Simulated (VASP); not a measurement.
All values below come from PBEsol GGA, VASP's PBE PAW potentials (set 64) (plane waves; VASP).

A VASP calculation is set up with these files.

KPOINTS:
```
Regular mesh
0
gamma
  7 7 7
```

POSCAR:
```
SrTe
1
    0.0000000000     3.3798093158     3.3798093158
    3.3798093158     0.0000000000     3.3798093158
    3.3798093158     3.3798093158     0.0000000000
Sr Te
1 1
Direct
  0.0000000000   0.0000000000   0.0000000000
  0.2500000000   0.2500000000   0.2500000000
```

**INCAR**
```
SYSTEM = SrTe
PREC = Accurate
ENCUT = 500
EDIFF = 1E-6
NELM = 100
ALGO = Normal
LREAL = .FALSE.
LASPH = .TRUE.
ISMEAR = 0
SIGMA = 0.05
GGA = PS
LMAXMIX = 4
LWAVE = .FALSE.
LCHARG = .FALSE.
IBRION = 2
ISIF = 3
NSW = 40
EDIFFG = -0.02
PSTRESS = 200
```

POTCAR, in this order: Sr_sv Te (PBE.64 set). Program: vasp_std.

Q: What will the output report for the number of irreducible k-points (NKPTS), largest plane-wave count, number of space-group operations, FFT grid (NGX, NGY, NGZ)?

A: 
```
Property                                      Result
--------------------------------------  ------------
number of irreducible k-points (NKPTS)            20
largest plane-wave count                        1988
number of space-group operations                  24
FFT grid (NGX, NGY, NGZ)                36 × 36 × 36
```

The structure was generated: SrTe was put into the zinc blende type (F-43m), which need not be its known phase. This run relaxes it under an external pressure of 20 GPa. Symmetry was kept, so distortions that lower it aren't found.
